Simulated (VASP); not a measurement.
# Band gap of KTaO3 at several levels of theory, part 2 of 3

How does the band gap of KTaO3 depend on the functional? The starting structure is a measured crystal structure from the Crystallography Open Database. Cell and atoms stay as given. Meshes and data sets differ where the inputs say so.

VASP 6.6.1.

Results so far: LDA 2.020 eV; PBE 2.173 eV; r2SCAN 2.598 eV.

## Step 5: Bands with TB-mBJ

Level of this step: TB-mBJ; plane waves and PAW (Ta_pv, K_sv, O) (VASP).

TB-mBJ is a local potential fitted to gaps: it costs far less than a hybrid but gives no energy. Its energies, forces and stress mean nothing.

INCAR

```
SYSTEM = KTaO3
PREC = Accurate
ENCUT = 460
EDIFF = 1E-06
NELM = 150
ISMEAR = 0
SIGMA = 0.03
LREAL = .FALSE.
ALGO = Normal
METAGGA = MBJ
LASPH = .TRUE.
NBANDS = 34
LORBIT = 11
LWAVE = .FALSE.
LCHARG = .FALSE.
KPAR = 4
```

POSCAR

```
KTaO3
1.0
    3.9883000000      0.0000000000      0.0000000000
    0.0000000000      3.9883000000      0.0000000000
    0.0000000000      0.0000000000      3.9883000000
Ta K O
1 1 3
Direct
    0.0000000000      0.0000000000      0.0000000000
    0.5000000000      0.5000000000      0.5000000000
    0.0000000000      0.0000000000      0.5000000000
    0.0000000000      0.5000000000      0.0000000000
    0.5000000000      0.0000000000      0.0000000000
```

KPOINTS

```
Automatic mesh
0
Gamma
6 6 6
0 0 0
```

KPOINTS_OPT

```
Line mode
8
Line-mode
Reciprocal
  0.00000000   0.00000000   0.00000000 GAMMA
  0.00000000   0.50000000   0.00000000 X

  0.00000000   0.50000000   0.00000000 X
  0.50000000   0.50000000   0.00000000 M

  0.50000000   0.50000000   0.00000000 M
  0.00000000   0.00000000   0.00000000 GAMMA

  0.00000000   0.00000000   0.00000000 GAMMA
  0.50000000   0.50000000   0.50000000 R

  0.50000000   0.50000000   0.50000000 R
  0.00000000   0.50000000   0.00000000 X

  0.50000000   0.50000000   0.00000000 M
  0.50000000   0.50000000   0.50000000 R
```

Potentials, in the order of the species: Ta_pv, K_sv and O (PBE family, release 64).

Run with:

```bash
mpirun -np 4 vasp_std
```

Log:

```text
[banner, memory and clock lines left out]
running    4 mpi-ranks, on    1 nodes
[...]
[... a notice as in an earlier step ...]

 LDA part: xc-table for (None), standard interpolation
 POSCAR, INCAR and KPOINTS ok, starting setup
[...]
entering main loop
       N       E                     dE             d eps       ncg     rms          rms(c)
DAV:   1     0.118412291848E+04    0.11841E+04   -0.18417E+04  1360   0.102E+03
DAV:   2     0.863022385580E+03   -0.32110E+03   -0.30607E+03  1582   0.327E+02
DAV:   3     0.845062327371E+03   -0.17960E+02   -0.17756E+02  2216   0.724E+01
DAV:   4     0.844707082382E+03   -0.35524E+00   -0.35394E+00  1794   0.721E+00
[...]
DAV:  44     0.855975637417E+03    0.70829E-05   -0.16031E-11   698   0.318E-05    0.397E-05
DAV:  45     0.855975644519E+03    0.71018E-05   -0.17536E-11   698   0.244E-05    0.463E-05
DAV:  46     0.855975644915E+03    0.39582E-06   -0.22250E-12   698   0.108E-05
   1 F= 0.85597564E+03 E0= 0.85597564E+03  d E =-.416160E-42
 Start KPOINTS_OPT (optional k-point list driver)
k-point batch [1-20\48]
       N       E                     dE             ncg
DAV:   1    -0.650561953981E+03   -0.16123E+05     1360
DAV:   2    -0.716760750410E+04   -0.65170E+04     1592
DAV:   3    -0.750816618541E+04   -0.34056E+03     1986
DAV:   4    -0.751617818178E+04   -0.80120E+01     1860
DAV:   5    -0.751629522028E+04   -0.11704E+00     1808
DAV:   6    -0.751629841529E+04   -0.31950E-02     1780
DAV:   7    -0.751629843772E+04   -0.22427E-04     1804
DAV:   8    -0.751629843793E+04   -0.21714E-06     1300
[...]
k-point batch [41-48\48]
       N       E                     dE             ncg
DAV:   1     0.137993039276E+05   -0.10948E+05      544
DAV:   2     0.111741092384E+05   -0.26252E+04      624
DAV:   3     0.110385514186E+05   -0.13556E+03      836
DAV:   4     0.110366682135E+05   -0.18832E+01      704
DAV:   5     0.110366337771E+05   -0.34436E-01      750
DAV:   6     0.110366333224E+05   -0.45470E-03      704
DAV:   7     0.110366333149E+05   -0.74958E-05      738
DAV:   8     0.110366333148E+05   -0.10504E-06      544
```

Run time: 93 s. Hardware: 4 MPI ranks of Intel Xeon Platinum 8488C (Sapphire Rapids), shared host; peak memory 0.75 GiB; 5.5 min of CPU time.

Parts of OUTCAR (step 5):

```text
  Total      -62.5246240    -62.5246240    -62.5246240     -0.0000000     -0.0000000     -0.0000000
  in kB    -1579.0584852  -1579.0584852  -1579.0584852     -0.0000000     -0.0000000     -0.0000000
  external PRESSURE =   -1579.0584852 kB  Pullay stress =       0.0000000 kB

  FREE ENERGIE OF THE ION-ELECTRON SYSTEM (eV)
  ---------------------------------------------------
  free  energy   TOTEN  =       855.9756449146 eV

  energy  without entropy=      855.9756449146  energy(sigma->0) =      855.97564491

[... 3 parts as in an earlier step ...]

[... 1 further part left out ...]
[key lines of the parts left out:]
E-fermi :   2.8820
```

TB-mBJ gives a least gap of 3.499 eV, and a least direct gap of 4.241 eV. The least gap is +1.478 eV from that of LDA.

## Step 6: Bands with LDA + spin-orbit coupling

Spin-orbit coupling is switched on in this step. This run uses a 4×4×4 mesh.

INCAR

```
SYSTEM = KTaO3
PREC = Accurate
ENCUT = 460
EDIFF = 1E-06
NELM = 100
ISMEAR = 0
SIGMA = 0.03
LREAL = .FALSE.
ALGO = Normal
GGA = CA
LNONCOLLINEAR = .TRUE.
MAGMOM = 0 0 0 0 0 0 0 0 0 0 0 0 0 0 0
NBANDS = 50
GGA_COMPAT = .FALSE.
LASPH = .TRUE.
LSORBIT = .TRUE.
LMAXMIX = 4
LORBIT = 11
LWAVE = .FALSE.
LCHARG = .FALSE.
KPAR = 4
```

POSCAR is that of step 5.

KPOINTS

```
Automatic mesh
0
Gamma
4 4 4
0 0 0
```

KPOINTS_OPT is that of step 5.

PAW data sets: Ta_pv, K_sv and O (LDA family, release 64).

Run with:

```bash
mpirun -np 4 vasp_ncl
```

Log:

```text
[... set-up lines as in an earlier step ...]
 entering main loop
       N       E                     dE             d eps       ncg     rms          rms(c)
DAV:   1     0.331105314570E+03    0.33111E+03   -0.19295E+04  1000   0.140E+03
DAV:   2    -0.260708342965E+02   -0.35718E+03   -0.34193E+03  1164   0.437E+02
DAV:   3    -0.532808144810E+02   -0.27210E+02   -0.26997E+02  1368   0.116E+02
DAV:   4    -0.539848659676E+02   -0.70405E+00   -0.70248E+00  1526   0.180E+01
[...]
DAV:  12    -0.456451657181E+02    0.15507E-04   -0.21296E-04  1286   0.104E-01    0.185E-02
DAV:  13    -0.456451674320E+02   -0.17139E-05   -0.14038E-05  1490   0.250E-02    0.622E-03
DAV:  14    -0.456451671643E+02    0.26770E-06   -0.11448E-06   934   0.703E-03
   1 F= -.45645167E+02 E0= -.45645167E+02  d E =-.135947E-27  mag=     0.0000    -0.0000     0.0000
 Start KPOINTS_OPT (optional k-point list driver)
k-point batch [1-10\48]
       N       E                     dE             ncg
DAV:   1    -0.400359877278E+03   -0.43896E+04     1000
DAV:   2    -0.372045122791E+04   -0.33201E+04     1174
DAV:   3    -0.397695373034E+04   -0.25650E+03     1352
DAV:   4    -0.398695598939E+04   -0.10002E+02     1558
DAV:   5    -0.398723390341E+04   -0.27791E+00     1462
DAV:   6    -0.398724143683E+04   -0.75334E-02     1424
DAV:   7    -0.398724169917E+04   -0.26234E-03     1504
DAV:   8    -0.398724170646E+04   -0.72857E-05     1288
DAV:   9    -0.398724170668E+04   -0.22275E-06      856
[...]
k-point batch [41-48\48]
       N       E                     dE             ncg
DAV:   1     0.125138318146E+04   -0.10486E+05      800
DAV:   2    -0.150719683033E+04   -0.27586E+04      908
DAV:   3    -0.171788723164E+04   -0.21069E+03     1128
DAV:   4    -0.172315108986E+04   -0.52639E+01     1096
DAV:   5    -0.172334737407E+04   -0.19628E+00     1396
DAV:   6    -0.172334947514E+04   -0.21011E-02     1080
DAV:   7    -0.172334960805E+04   -0.13291E-03     1254
DAV:   8    -0.172334961425E+04   -0.61957E-05      896
DAV:   9    -0.172334961482E+04   -0.56860E-06      756
```

Run time: 1.7 min. Hardware: 4 MPI ranks; peak memory 1.1 GiB; 6.1 min of CPU time.

From OUTCAR (step 6):

```text
  Total       -1.9044141     -1.9044141     -1.9044141     -0.0000000      0.0000000     -0.0000000
  in kB      -48.0959518    -48.0959518    -48.0959518     -0.0000000      0.0000000     -0.0000000
  external PRESSURE =     -48.0959518 kB  Pullay stress =       0.0000000 kB

 POSITION                                       TOTAL-FORCE (eV/Angst)
 -----------------------------------------------------------------------------------
      0.00000      0.00000      0.00000         0.000000      0.000000      0.000000
      1.99415      1.99415      1.99415         0.000000      0.000000      0.000000
      0.00000      0.00000      1.99415         0.000000      0.000000      0.000000
      0.00000      1.99415      0.00000         0.000000      0.000000      0.000000
      1.99415      0.00000      0.00000         0.000000      0.000000      0.000000
 -----------------------------------------------------------------------------------
    total drift:                                0.000000     -0.000000     -0.000000

  FREE ENERGIE OF THE ION-ELECTRON SYSTEM (eV)
  ---------------------------------------------------
  free  energy   TOTEN  =       -45.6451671643 eV

  energy  without entropy=      -45.6451671643  energy(sigma->0) =      -45.64516716

 magnetization (x)
# of ion       s       p       d       tot
------------------------------------------
    1        0.000   0.000   0.000   0.000
    2        0.000   0.000   0.000   0.000
    3        0.000   0.000   0.000   0.000
    4        0.000   0.000   0.000   0.000
    5       -0.000   0.000   0.000   0.000
--------------------------------------------------
tot          0.000   0.000   0.000   0.000

 magnetization (y)
# of ion       s       p       d       tot
------------------------------------------
    1        0.000  -0.000   0.000   0.000
    2       -0.000   0.000   0.000   0.000
    3       -0.000  -0.000   0.000  -0.000
    4        0.000  -0.000   0.000  -0.000
    5       -0.000   0.000   0.000   0.000
--------------------------------------------------
tot         -0.000  -0.000   0.000  -0.000

 magnetization (z)
# of ion       s       p       d       tot
------------------------------------------
    1        0.000   0.000   0.000   0.000
    2        0.000   0.000   0.000   0.000
    3       -0.000   0.000   0.000   0.000
    4       -0.000  -0.000   0.000  -0.000
    5        0.000   0.000   0.000   0.000
--------------------------------------------------
tot          0.000   0.000   0.000   0.000

[... 1 part as in an earlier step ...]

[... 2 further parts left out ...]
[key lines of the parts left out:]
E-fermi :   1.7584
```

LDA + spin-orbit coupling gives a least gap of 1.836 eV, and a least direct gap of 2.395 eV. The least gap is -0.184 eV from that of LDA, on another mesh, which alone can move a gap by some hundredths of an eV.

## Step 7: Bands with r2SCAN + spin-orbit coupling

This run uses a 4×4×4 mesh.

Changes to INCAR since step 6:

```diff
@@ -9,3 +9,4 @@
 ALGO = Normal
-GGA = CA
+METAGGA = R2SCAN
+LASPH = .TRUE.
 LNONCOLLINEAR = .TRUE.
@@ -14,3 +15,2 @@
 GGA_COMPAT = .FALSE.
-LASPH = .TRUE.
 LSORBIT = .TRUE.
```

POSCAR is that of step 6.

KPOINTS is that of step 6.

KPOINTS_OPT is that of step 6.

Potentials, in the order of the species: Ta_pv, K_sv and O (PBE family, release 64).

Run with:

```bash
mpirun -np 4 vasp_ncl
```

Log:

```text
[... set-up lines as in an earlier step ...]
 entering main loop
       N       E                     dE             d eps       ncg     rms          rms(c)
DAV:   1     0.278611926963E+03    0.27861E+03   -0.19829E+04  1000   0.144E+03
DAV:   2    -0.805787505670E+02   -0.35919E+03   -0.34538E+03  1196   0.441E+02
DAV:   3    -0.106980285954E+03   -0.26402E+02   -0.26208E+02  1352   0.115E+02
DAV:   4    -0.107713686961E+03   -0.73340E+00   -0.73094E+00  1512   0.175E+01
[...]
DAV:  13    -0.877242297164E+02    0.37518E-04   -0.17309E-04  1246   0.973E-02    0.139E-02
DAV:  14    -0.877242285029E+02    0.12135E-05   -0.18452E-05  1262   0.286E-02    0.480E-03
DAV:  15    -0.877242278866E+02    0.61636E-06   -0.98870E-07   996   0.874E-03
   1 F= -.87724228E+02 E0= -.87724228E+02  d E =-.568367E-38  mag=    -0.0000    -0.0000    -0.0000
 Start KPOINTS_OPT (optional k-point list driver)
k-point batch [1-10\48]
       N       E                     dE             ncg
DAV:   1    -0.599905931771E+03   -0.45891E+04     1000
DAV:   2    -0.400396449669E+04   -0.34041E+04     1180
DAV:   3    -0.424837897142E+04   -0.24441E+03     1350
DAV:   4    -0.425791506365E+04   -0.95361E+01     1552
DAV:   5    -0.425821049094E+04   -0.29543E+00     1492
DAV:   6    -0.425821727079E+04   -0.67798E-02     1432
DAV:   7    -0.425821745380E+04   -0.18302E-03     1472
DAV:   8    -0.425821745887E+04   -0.50663E-05     1158
DAV:   9    -0.425821745923E+04   -0.35918E-06      832
[...]
k-point batch [41-48\48]
       N       E                     dE             ncg
DAV:   1     0.109291831479E+04   -0.10644E+05      800
DAV:   2    -0.174830792658E+04   -0.28412E+04      930
DAV:   3    -0.193703047762E+04   -0.18872E+03     1120
DAV:   4    -0.194146595514E+04   -0.44355E+01     1144
DAV:   5    -0.194161644227E+04   -0.15049E+00     1332
DAV:   6    -0.194161828565E+04   -0.18434E-02     1136
DAV:   7    -0.194161834891E+04   -0.63258E-04     1184
DAV:   8    -0.194161835094E+04   -0.20315E-05      952
DAV:   9    -0.194161835105E+04   -0.11194E-06      760
```

Run time: 6 min. Hardware: 4 MPI ranks; peak memory 1.2 GiB.

Parts of OUTCAR (step 7):

```text
  Total        0.3384494      0.3384494      0.3384494     -0.0000000      0.0000000      0.0000000
  in kB        8.5475356      8.5475356      8.5475356     -0.0000000      0.0000000      0.0000000
  external PRESSURE =       8.5475356 kB  Pullay stress =       0.0000000 kB

  FREE ENERGIE OF THE ION-ELECTRON SYSTEM (eV)
  ---------------------------------------------------
  free  energy   TOTEN  =       -87.7242278866 eV

  energy  without entropy=      -87.7242278866  energy(sigma->0) =      -87.72422789

 magnetization (x)
# of ion       s       p       d       tot
------------------------------------------
    1       -0.000   0.000   0.000  -0.000
    2        0.000   0.000  -0.000   0.000
    3        0.000   0.000   0.000   0.000
    4       -0.000  -0.000   0.000  -0.000
    5        0.000   0.000   0.000   0.000
--------------------------------------------------
tot          0.000   0.000  -0.000   0.000

 magnetization (y)
# of ion       s       p       d       tot
------------------------------------------
    1        0.000  -0.000  -0.000   0.000
    2       -0.000   0.000  -0.000  -0.000
    3        0.000   0.000   0.000   0.000
    4        0.000  -0.000   0.000  -0.000
    5        0.000   0.000   0.000   0.000
--------------------------------------------------
tot         -0.000   0.000  -0.000   0.000

 magnetization (z)
# of ion       s       p       d       tot
------------------------------------------
    1        0.000  -0.000   0.000   0.000
    2        0.000   0.000  -0.000   0.000
    3       -0.000  -0.000   0.000  -0.000
    4        0.000   0.000   0.000   0.000
    5        0.000   0.000   0.000   0.000
--------------------------------------------------
tot          0.000   0.000   0.000   0.000

[... 3 parts as in an earlier step ...]

[... 1 further part left out ...]
[key lines of the parts left out:]
E-fermi :   1.6976
```

r2SCAN + spin-orbit coupling gives a least gap of 2.406 eV, and a least direct gap of 2.997 eV. The least gap is -0.192 eV from that of r2SCAN, on another mesh, which alone can move a gap by some hundredths of an eV.

## Step 8: Bands with TB-mBJ + spin-orbit coupling

This run uses a 4×4×4 mesh.

Changes to INCAR since step 7:

```diff
@@ -4,3 +4,3 @@
 EDIFF = 1E-06
-NELM = 100
+NELM = 150
 ISMEAR = 0
@@ -9,3 +9,3 @@
 ALGO = Normal
-METAGGA = R2SCAN
+METAGGA = MBJ
 LASPH = .TRUE.
```

POSCAR is that of step 7.

KPOINTS is that of step 7.

KPOINTS_OPT is that of step 7.

Run with:

```bash
mpirun -np 4 vasp_ncl
```

Log:

```text
[... set-up lines as in an earlier step ...]
 entering main loop
       N       E                     dE             d eps       ncg     rms          rms(c)
DAV:   1     0.122133885789E+04    0.12213E+04   -0.19314E+04  1000   0.140E+03
DAV:   2     0.871507533400E+03   -0.34983E+03   -0.33717E+03  1188   0.426E+02
DAV:   3     0.844932103853E+03   -0.26575E+02   -0.26378E+02  1360   0.113E+02
DAV:   4     0.844072009398E+03   -0.86009E+00   -0.85552E+00  1518   0.174E+01
[...]
DAV:  57     0.855376467022E+03    0.21887E-05   -0.69738E-12   518   0.165E-05    0.665E-06
DAV:  58     0.855376465241E+03   -0.17817E-05   -0.85580E-12   518   0.125E-05    0.138E-06
DAV:  59     0.855376465006E+03   -0.23463E-06   -0.12490E-12   518   0.823E-06
   1 F= 0.85537647E+03 E0= 0.85537647E+03  d E =-.728164E-13  mag=     0.0000    -0.0000    -0.0000
 Start KPOINTS_OPT (optional k-point list driver)
k-point batch [1-10\48]
       N       E                     dE             ncg
DAV:   1    -0.472390996238E+02   -0.40365E+04     1000
DAV:   2    -0.346596567858E+04   -0.34187E+04     1182
DAV:   3    -0.370621363127E+04   -0.24025E+03     1362
DAV:   4    -0.371564948819E+04   -0.94359E+01     1584
DAV:   5    -0.371597674704E+04   -0.32726E+00     1576
DAV:   6    -0.371598167291E+04   -0.49259E-02     1472
DAV:   7    -0.371598190270E+04   -0.22979E-03     1456
DAV:   8    -0.371598191732E+04   -0.14618E-04     1328
DAV:   9    -0.371598191810E+04   -0.77380E-06      944
[...]
k-point batch [41-48\48]
       N       E                     dE             ncg
DAV:   1     0.152967659302E+04   -0.10208E+05      800
DAV:   2    -0.130613958236E+04   -0.28358E+04      940
DAV:   3    -0.149255556402E+04   -0.18642E+03     1120
DAV:   4    -0.149715008299E+04   -0.45945E+01     1160
DAV:   5    -0.149735555376E+04   -0.20547E+00     1370
DAV:   6    -0.149735795981E+04   -0.24061E-02     1158
DAV:   7    -0.149735802476E+04   -0.64950E-04     1222
DAV:   8    -0.149735802910E+04   -0.43374E-05      944
DAV:   9    -0.149735802940E+04   -0.30222E-06      766
```

The job ended after 5.2 min (4 MPI ranks; peak memory 1.2 GiB; 20 min of CPU time).

Parts of OUTCAR (step 8):

```text
  Total      -62.2046679    -62.2046679    -62.2046679     -0.0000000     -0.0000000     -0.0000000
  in kB    -1570.9779975  -1570.9779975  -1570.9779975     -0.0000000     -0.0000000     -0.0000000
  external PRESSURE =   -1570.9779975 kB  Pullay stress =       0.0000000 kB

  FREE ENERGIE OF THE ION-ELECTRON SYSTEM (eV)
  ---------------------------------------------------
  free  energy   TOTEN  =       855.3764650059 eV

  energy  without entropy=      855.3764650059  energy(sigma->0) =      855.37646501

 magnetization (x)
# of ion       s       p       d       tot
------------------------------------------
    1        0.000   0.000   0.000   0.000
    2       -0.000   0.000  -0.000  -0.000
    3        0.000   0.000   0.000   0.000
    4       -0.000   0.000   0.000  -0.000
    5        0.000   0.000   0.000   0.000
--------------------------------------------------
tot          0.000   0.000  -0.000   0.000

 magnetization (y)
# of ion       s       p       d       tot
------------------------------------------
    1        0.000   0.000   0.000   0.000
    2        0.000  -0.000  -0.000  -0.000
    3        0.000  -0.000   0.000  -0.000
    4       -0.000   0.000   0.000  -0.000
    5        0.000   0.000   0.000   0.000
--------------------------------------------------
tot          0.000  -0.000  -0.000  -0.000

 magnetization (z)
# of ion       s       p       d       tot
------------------------------------------
    1        0.000   0.000  -0.000   0.000
    2        0.000   0.000  -0.000   0.000
    3       -0.000   0.000   0.000  -0.000
    4       -0.000   0.000   0.000  -0.000
    5       -0.000  -0.000   0.000  -0.000
--------------------------------------------------
tot          0.000   0.000  -0.000   0.000

[... 3 parts as in an earlier step ...]

[... 1 further part left out ...]
[key lines of the parts left out:]
E-fermi :   2.7495
```

TB-mBJ + spin-orbit coupling gives a least gap of 3.295 eV, and a least direct gap of 3.991 eV. The least gap is -0.204 eV from that of TB-mBJ, on another mesh, which alone can move a gap by some hundredths of an eV.

[end of part 2 of 3]

[Lines on the potential files, build, host, timing and source positions are cut from VASP's logs without a mark.]

[Logs are printed without paths, hosts, clocks, repeated set-up lines and the standing remarks that a program may print on its own settings, such as how far it seeks lower states.]

[Hosts, paths, dates, database ids (printed as entryN), source tags and the programs' standing remarks are cut or masked in the printed files.]
